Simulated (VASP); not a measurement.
Computed with eigenvalue-self-consistent GW0 on PBE orbitals, VASP's PBE PAW potentials (set 64) (plane waves; VASP).

The input files of a VASP run:

KPOINTS:
```
K-points
0
gamma
4 4 4
0 0 0
```

POSCAR:
```
GaAs
1
    0.0000000000     2.8250000000     2.8250000000
    2.8250000000     0.0000000000     2.8250000000
    2.8250000000     2.8250000000     0.0000000000
Ga As
1 1
Direct
  0.0000000000   0.0000000000   0.0000000000
  0.2500000000   0.2500000000   0.2500000000
```

**INCAR**
```
SYSTEM = GaAs
PREC = Normal; ENCUT = 500; LREAL = .False.
LASPH = .True.; NBANDS = 160
ALGO = EVGW0
ISMEAR = 0; SIGMA = 0.01
GGA = PE
LWAVE = .False.; LCHARG = .False.
NELMGW = 4; NOMEGA = 64; ENCUTGW = 200
NBANDSGW = 17; LSPECTRALGW = .True.
```

POTCAR, in this order: Ga_d_GW As_GW (PBE.64 set). Program: vasp_std. Read from the step before: WAVECAR, WAVEDER.

What VASP printed:

**OUTCAR**
```
 ion  position               nearest neighbor table
   1  0.000  0.000  0.000-   2 2.45   2 2.45   2 2.45   2 2.45
   2  0.250  0.250  0.250-   1 2.45   1 2.45   1 2.45   1 2.45
  LATTYP: Found a face centered cubic cell.
 ALAT       =     5.6500000000
 Subroutine PRICEL returns:
 Original cell was already a primitive cell.
 Subroutine GETGRP returns: Found 24 space group operations
The static configuration has the point symmetry T_d .
The dynamic configuration has the point symmetry T_d .
 Subroutine INISYM returns: Found 24 space group operations
 Subroutine IBZKPT returns following result:
 Found      8 irreducible k-points:

 Following reciprocal coordinates:
            Coordinates               Weight
  0.000000  0.000000  0.000000      1.000000
  0.250000  0.000000  0.000000      8.000000
  0.500000  0.000000  0.000000      4.000000
  0.250000  0.250000  0.000000      6.000000
  0.500000  0.250000  0.000000     24.000000
 -0.250000  0.250000  0.000000     12.000000
  0.500000  0.500000  0.000000      3.000000
 -0.250000  0.500000  0.250000      6.000000
 Subroutine IBZKPT_HF returns following result:
   k-points           NKPTS =      8   k-points in BZ     NKDIM =     64   number of bands    NBANDS=    160
   number of dos      NEDOS =    301   number of ions     NIONS =      2
   total plane-waves  NPLWV =  13824
   dimension x,y,z NGX =    24 NGY =   24 NGZ =   24
   dimension x,y,z NGXF=    48 NGYF=   48 NGZF=   48
   ions per type =               1   1
   PREC   = normal    normal or accurate (medium, high low for compatibility)
   ISTART =      1    job   : 0-new  1-cont  2-samecut
   ICHARG =      0    charge: 1-file 2-atom 10-const
   ISPIN  =      1    spin polarized calculation?
   LNONCOLLINEAR =      F non collinear calculations
   LSORBIT =      F    spin-orbit coupling
   INIWAV =      1    electr: 0-lowe 1-rand  2-diag
   ENCUT  =  500.0 eV  36.75 Ry    6.06 a.u.   7.28  7.28  7.28*2*pi/ulx,y,z
   NELM   =     60;   NELMIN=  2; NELMDL=  0     # of ELM steps
   EDIFF  = 0.1E-03   stopping-criterion for ELM
   LREAL  =      F    real-space projection
   NLSPLINE    = F    spline interpolate recip. space projectors
   LMAXMIX     =    2 max onsite mixed and CHGCAR
   VOSKOWN=      0    Vosko Wilk Nusair interpolation
   EDIFFG = 0.1E-02   stopping-criterion for IOM
   NSW    =      0    number of steps for IOM
   NBLOCK =      1;   KBLOCK =      1    inner block; outer block
   IBRION =     -1    ionic relax: 0-MD 1-quasi-New 2-CG
   NFREE  =      0    steps in history (QN), initial steepest desc. (CG)
   ISIF   =      0    stress and relaxation
   ISYM   =      3    0-nonsym 1-usesym 2-fastsym
   TEIN   =    0.0    initial temperature
   TEBEG  =    0.0;   TEEND  =   0.0 temperature during run
   SMASS  =  -3.00    Nose mass-parameter (am)
   PSTRESS=    0.0 pullay stress
   NELECT =      18.0000    total number of electrons
   EFERMI =   0.00;   METHOD = LEGACY
   ISMEAR =     0;   SIGMA  =   0.01  broadening in eV -4-tet -1-fermi 0-gaus
   IALGO  =     38    algorithm
   LDIAG  =      T    sub-space diagonalisation (order eigenvalues)
   IMIX   =      4    mixing-type and parameters
     AMIX     =   0.40;   BMIX     =  1.00
     AMIX_MAG =   1.60;   BMIX_MAG =  1.00
     AMIN     =   0.10
   GGA     = PE    functional components
   VOSKOWN =     0    Vosko Wilk Nusair interpolation
   LHFCALC =     T    Hartree Fock is set to
   NKREDX  =     1    reduce k-point grid by
   AEXX    =    1.0000 exact exchange contribution
   HFSCREEN=    0.0000 screening length (either q_TF or 0.3 A-1)
   HFRCUT  =    0.0000 spherical cutoff for potential kernel
   AGGAX   =    0.0000 GGA exchange part
   ALDAC   =    0.0000 LDA correlation
   AGGAC   =    0.0000 GGA correlation
...
```

File OSZICAR:
```
energies w=
    0.000    0.000    0.225    0.000    0.450    0.000    0.674    0.000
    0.896    0.000    1.116    0.000    1.334    0.000    1.549    0.000
    1.762    0.000    1.972    0.000    2.179    0.000    2.382    0.000
    2.583    0.000    2.781    0.000    2.977    0.000    3.170    0.000
    3.362    0.000    3.552    0.000    3.740    0.000    3.928    0.000
    4.115    0.000    4.302    0.000    4.489    0.000    4.677    0.000
    4.866    0.000    5.057    0.000    5.250    0.000    5.446    0.000
    5.646    0.000    5.850    0.000    6.059    0.000    6.274    0.000
    6.496    0.000    6.725    0.000    6.964    0.000    7.212    0.000
    7.472    0.000    7.746    0.000    8.036    0.000    8.342    0.000
    8.669    0.000    9.019    0.000    9.396    0.000    9.803    0.000
   10.248    0.000   10.735    0.000   11.272    0.000   11.869    0.000
   12.537    0.000   13.292    0.000   14.153    0.000   15.146    0.000
   16.304    0.000   17.675    0.000   19.321    0.000   21.338    0.000
   23.865    0.000   27.121    0.000   31.471    0.000   37.571    0.000
   46.724    0.000   61.951    0.000   92.212    0.000  181.096    0.000
NQ=   1    0.0000    0.0000    0.0000,
 performed        217000 updates of chi_q(r,r)
NQ=   2    0.2500    0.0000    0.0000,
 performed        586000 updates of chi_q(r,r)
NQ=   3    0.5000    0.0000    0.0000,
 performed        912000 updates of chi_q(r,r)
NQ=   4    0.2500    0.2500    0.0000,
 performed       1281000 updates of chi_q(r,r)
NQ=   5    0.5000    0.2500    0.0000,
 performed       1770000 updates of chi_q(r,r)
NQ=   6   -0.2500    0.2500    0.0000,
 performed       2215000 updates of chi_q(r,r)
NQ=   7    0.5000    0.5000    0.0000,
 performed       2508000 updates of chi_q(r,r)
NQ=   8   -0.2500    0.5000    0.2500,
 performed       2866000 updates of chi_q(r,r)
 resolving degeneracies of screened two electron integrals
NQ=   1    0.0000    0.0000    0.0000,
 performed        217000 updates of chi_q(r,r)
NQ=   2    0.2500    0.0000    0.0000,
 performed        586000 updates of chi_q(r,r)
NQ=   3    0.5000    0.0000    0.0000,
 performed        912000 updates of chi_q(r,r)
NQ=   4    0.2500    0.2500    0.0000,
 performed       1281000 updates of chi_q(r,r)
NQ=   5    0.5000    0.2500    0.0000,
 performed       1770000 updates of chi_q(r,r)
NQ=   6   -0.2500    0.2500    0.0000,
 performed       2215000 updates of chi_q(r,r)
NQ=   7    0.5000    0.5000    0.0000,
 performed       2508000 updates of chi_q(r,r)
NQ=   8   -0.2500    0.5000    0.2500,
 performed       2866000 updates of chi_q(r,r)
 resolving degeneracies of screened two electron integrals
NQ=   1    0.0000    0.0000    0.0000,
 performed        217000 updates of chi_q(r,r)
NQ=   2    0.2500    0.0000    0.0000,
 performed        586000 updates of chi_q(r,r)
NQ=   3    0.5000    0.0000    0.0000,
 performed        912000 updates of chi_q(r,r)
NQ=   4    0.2500    0.2500    0.0000,
 performed       1281000 updates of chi_q(r,r)
NQ=   5    0.5000    0.2500    0.0000,
 performed       1770000 updates of chi_q(r,r)
NQ=   6   -0.2500    0.2500    0.0000,
 performed       2215000 updates of chi_q(r,r)
NQ=   7    0.5000    0.5000    0.0000,
 performed       2508000 updates of chi_q(r,r)
NQ=   8   -0.2500    0.5000    0.2500,
 performed       2866000 updates of chi_q(r,r)
 resolving degeneracies of screened two electron integrals
NQ=   1    0.0000    0.0000    0.0000,
 performed        217000 updates of chi_q(r,r)
NQ=   2    0.2500    0.0000    0.0000,
 performed        586000 updates of chi_q(r,r)
NQ=   3    0.5000    0.0000    0.0000,
 performed        912000 updates of chi_q(r,r)
NQ=   4    0.2500    0.2500    0.0000,
 performed       1281000 updates of chi_q(r,r)
NQ=   5    0.5000    0.2500    0.0000,
 performed       1770000 updates of chi_q(r,r)
NQ=   6   -0.2500    0.2500    0.0000,
 performed       2215000 updates of chi_q(r,r)
NQ=   7    0.5000    0.5000    0.0000,
 performed       2508000 updates of chi_q(r,r)
NQ=   8   -0.2500    0.5000    0.2500,
 performed       2866000 updates of chi_q(r,r)
 resolving degeneracies of screened two electron integrals
```

File OUTCAR:
```


 k-point   1 :       0.0000    0.0000    0.0000
  band No. old QP-enery  QP-energies   sigma(KS)   T+V_ion+V_H  V^pw_x(r,r')   Z            occupation Imag(sigma)

      1     -14.0204     -14.0920     -24.8905      10.7627     -35.0665       0.6670       2.0000       0.2337
      2     -14.0204     -14.0920     -24.8905      10.7627     -35.0665       0.6670       2.0000       0.2337
      3     -14.0204     -14.0920     -24.8905      10.7627     -35.0665       0.6670       2.0000       0.2337
      4     -13.9878     -14.0621     -25.0409      10.9419     -35.1699       0.6685       2.0000       0.1803
      5     -13.9878     -14.0621     -25.0409      10.9419     -35.1699       0.6685       2.0000       0.1803
      6      -9.4239      -9.4400     -11.7577       2.3084     -18.1081       0.6334       2.0000       0.8956
      7       3.3029       3.2978     -12.4782      15.7745     -13.6960       0.7621       2.0000       0.0506
      8       3.3029       3.2978     -12.4782      15.7745     -13.6960       0.7621       2.0000       0.0506
      9       3.3029       3.2978     -12.4782      15.7745     -13.6960       0.7621       2.0000       0.0506
     10       4.8132       4.8106     -11.1059      15.9157      -7.0792       0.7663       0.0000      -0.0613
     11       7.5696       7.5673     -10.0494      17.6160      -5.5696       0.7580       0.0000      -0.0857
     12       7.5696       7.5673     -10.0494      17.6160      -5.5696       0.7580       0.0000      -0.0857
     13       7.5696       7.5673     -10.0494      17.6160      -5.5696       0.7580       0.0000      -0.0857
     14      11.3110      11.3095      -8.0479      19.3570      -2.6241       0.7661       0.0000      -0.2399
     15      13.8467      13.8448      -9.9742      23.8183      -4.5095       0.7429       0.0000      -0.2805
     16      13.8467      13.8448      -9.9742      23.8183      -4.5095       0.7429       0.0000      -0.2805
     17      15.1514      15.1500      -7.9990      23.1485      -2.2246       0.7523       0.0000      -0.3834

 k-point   2 :       0.2500    0.0000    0.0000
  band No. old QP-enery  QP-energies   sigma(KS)   T+V_ion+V_H  V^pw_x(r,r')   Z            occupation Imag(sigma)

      1     -14.0021     -14.0725     -24.6033      10.4958     -34.7256       0.6683       2.0000       0.2592
      2     -14.0128     -14.0843     -24.9157      10.7959     -35.0951       0.6682       2.0000       0.2321
      3     -14.0128     -14.0843     -24.9157      10.7959     -35.0951       0.6682       2.0000       0.2321
      4     -13.9851     -14.0589     -25.0385      10.9431     -35.1725       0.6695       2.0000       0.1826
      5     -13.9851     -14.0589     -25.0385      10.9431     -35.1725       0.6695       2.0000       0.1826
      6      -8.7539      -8.7690     -12.1536       3.3767     -18.3271       0.6531       2.0000       0.8688
      7      -0.8566      -0.8641     -11.7457      10.8788     -14.0912       0.7261       2.0000       0.1317
      8       2.5861       2.5807     -12.1775      14.7565     -13.5247       0.7574       2.0000       0.0556
      9       2.5861       2.5807     -12.1775      14.7565     -13.5247       0.7574       2.0000       0.0556
     10       5.4954       5.4928     -10.3879      15.8800      -6.3117       0.7659       0.0000      -0.0655
     11       8.4502       8.4480     -10.1317      18.5789      -5.4432       0.7541       0.0000      -0.1065
     12       8.4502       8.4480     -10.1317      18.5789      -5.4432       0.7541       0.0000      -0.1065
     13       9.9006       9.8985     -10.3873      20.2851      -5.3621       0.7434       0.0000      -0.1554
     14      12.5597      12.5581      -7.8090      20.3665      -2.3099       0.7498       0.0000      -0.2663
     15      12.6901      12.6883      -9.2933      21.9809      -3.9872       0.7482       0.0000      -0.2477
     16      12.6901      12.6883      -9.2933      21.9809      -3.9872       0.7482       0.0000      -0.2477
     17      15.6621      15.6607      -8.8780      24.5383      -2.8405       0.7550       0.0000      -0.4815

 k-point   3 :       0.5000    0.0000    0.0000
  band No. old QP-enery  QP-energies   sigma(KS)   T+V_ion+V_H  V^pw_x(r,r')   Z            occupation Imag(sigma)

      1     -14.0031     -14.0731     -24.4258      10.3177     -34.5130       0.6670       2.0000       0.2731
      2     -14.0093     -14.0810     -24.9317      10.8152     -35.1075       0.6683       2.0000       0.2280
      3     -14.0093     -14.0810     -24.9317      10.8152     -35.1075       0.6683       2.0000       0.2280
      4     -13.9787     -14.0520     -25.0471      10.9590     -35.1918       0.6705       2.0000       0.1866
      5     -13.9787     -14.0520     -25.0471      10.9590     -35.1918       0.6705       2.0000       0.1866
      6      -7.6758      -7.6902     -12.7765       5.0794     -18.6054       0.6729       2.0000       0.7550
      7      -3.4577      -3.4672     -11.1273       7.6559     -14.7038       0.6986       2.0000       0.3144
      8       2.0885       2.0828     -12.0780      14.1590     -13.6023       0.7525       2.0000       0.0612
      9       2.0885       2.0828     -12.0780      14.1590     -13.6023       0.7525       2.0000       0.0612
     10       5.0116       5.0089     -10.2805      15.2886      -6.3208       0.7695       0.0000      -0.0623
     11       8.4392       8.4370      -9.7337      18.1699      -5.0787       0.7558       0.0000      -0.1047
     12       8.4392       8.4370      -9.7337      18.1699      -5.0787       0.7558       0.0000      -0.1047
     13      11.3059      11.3043      -7.9433      19.2470      -2.5893       0.7559       0.0000      -0.2185
     14      14.2785      14.2769      -9.7351      24.0114      -3.6859       0.7313       0.0000      -0.4137
     15      15.6418      15.6403      -9.7280      25.3678      -3.5499       0.7401       0.0000      -0.4996
     16      15.6418      15.6403      -9.7280      25.3678      -3.5499       0.7401       0.0000      -0.4996
     17      16.4983      16.4970     -10.2640      26.7605      -3.7373       0.7350       0.0000      -0.6348

 k-point   4 :       0.2500    0.2500    0.0000
  band No. old QP-enery  QP-energies   sigma(KS)   T+V_ion+V_H  V^pw_x(r,r')   Z            occupation Imag(sigma)

      1     -14.0132     -14.0838     -24.5527      10.4334     -34.6665       0.6654       2.0000       0.2634
      2     -14.0026     -14.0736     -24.9459      10.8373     -35.1328       0.6692       2.0000       0.2302
      3     -14.0026     -14.0736     -24.9459      10.8373     -35.1328       0.6692       2.0000       0.2302
      4     -13.9933     -14.0677     -24.9994      10.8946     -35.1219       0.6674       2.0000       0.1831
      5     -13.9798     -14.0535     -25.0516      10.9618     -35.1892       0.6701       2.0000       0.1839
      6      -8.5107      -8.5257     -12.2103       3.6768     -18.3046       0.6548       2.0000       0.8475
      7      -0.7400      -0.7472     -12.1465      11.3966     -14.4201       0.7336       2.0000       0.1259
      8       1.5173       1.5113     -11.7387      13.2480     -13.3606       0.7487       2.0000       0.0688
      9       1.5173       1.5113     -11.7387      13.2480     -13.3606       0.7487       2.0000       0.0688
     10       5.7656       5.7631      -9.5073      15.2696      -5.4439       0.7702       0.0000      -0.0675
     11       7.1982       7.1958     -10.0687      17.2638      -5.6768       0.7597       0.0000      -0.0850
     12      10.5160      10.5138     -10.6897      21.2028      -5.4480       0.7296       0.0000      -0.1728
     13      10.5160      10.5138     -10.6897      21.2028      -5.4480       0.7296       0.0000      -0.1728
     14      11.2517      11.2499      -9.5190      20.7683      -4.4119       0.7567       0.0000      -0.1984
     15      14.8473      14.8457      -9.9210      24.7662      -4.2146       0.7526       0.0000      -0.3765
     16      15.1874      15.1860      -8.9717      24.1572      -2.8957       0.7521       0.0000      -0.4632
     17      17.2411      17.2397      -8.2968      25.5361      -2.2309       0.7470       0.0000      -0.5654

 k-point   5 :       0.5000    0.2500    0.0000
  band No. old QP-enery  QP-energies   sigma(KS)   T+V_ion+V_H  V^pw_x(r,r')   Z            occupation Imag(sigma)

      1     -14.0106     -14.0809     -24.4228      10.3065     -34.5149       0.6654       2.0000       0.2750
      2     -13.9993     -14.0705     -24.9513      10.8457     -35.1334       0.6701       2.0000       0.2249
      3     -13.9960     -14.0669     -24.9720      10.8704     -35.1609       0.6713       2.0000       0.2283
      4     -13.9900     -14.0640     -25.0029      10.9023     -35.1347       0.6686       2.0000       0.1858
      5     -13.9769     -14.0502     -25.0513      10.9652     -35.1946       0.6716       2.0000       0.1855
      6      -7.3647      -7.3785     -12.7765       5.3915     -18.4945       0.6769       2.0000       0.7266
      7      -3.0478      -3.0570     -11.6383       8.5775     -15.0222       0.7049       2.0000       0.2622
      8      -0.0667      -0.0735     -11.1071      11.0311     -13.1190       0.7356       2.0000       0.1058
      9       1.1445       1.1383     -11.6918      12.8279     -13.4652       0.7437       2.0000       0.0747
     10       6.0043       6.0019      -9.5526      15.5538      -5.4529       0.7692       0.0000      -0.0696
     11       8.6661       8.6640     -10.2457      18.9090      -5.4285       0.7497       0.0000      -0.1239
     12      10.0039      10.0019      -9.7162      19.7174      -4.7538       0.7500       0.0000      -0.1489
     13      10.8125      10.8105     -10.2237      21.0335      -4.9138       0.7396       0.0000      -0.1964
     14      14.1834      14.1817      -9.9670      24.1481      -3.8970       0.7285       0.0000      -0.4151
     15      15.7482      15.7468      -9.8870      25.6333      -3.7719       0.7482       0.0000      -0.5060
     16      16.4269      16.4255      -9.4258      25.8508      -3.1539       0.7393       0.0000      -0.5798
     17      16.8008      16.7993      -9.4785      26.2773      -3.2515       0.7355       0.0000      -0.5599

 k-point   6 :      -0.2500    0.2500    0.0000
  band No. old QP-enery  QP-energies   sigma(KS)   T+V_ion+V_H  V^pw_x(r,r')   Z            occupation Imag(sigma)

...
```
(Selected blocks of OUTCAR.)

The mesh is coarse and the basis finite, so the quasiparticle values are not converged.

The compound is GaAs in the zinc blende structure. The cell was not relaxed at this level. The k-mesh is coarse (spacing up to 0.48 per Å, 2π included), so the numbers may not be converged in it.
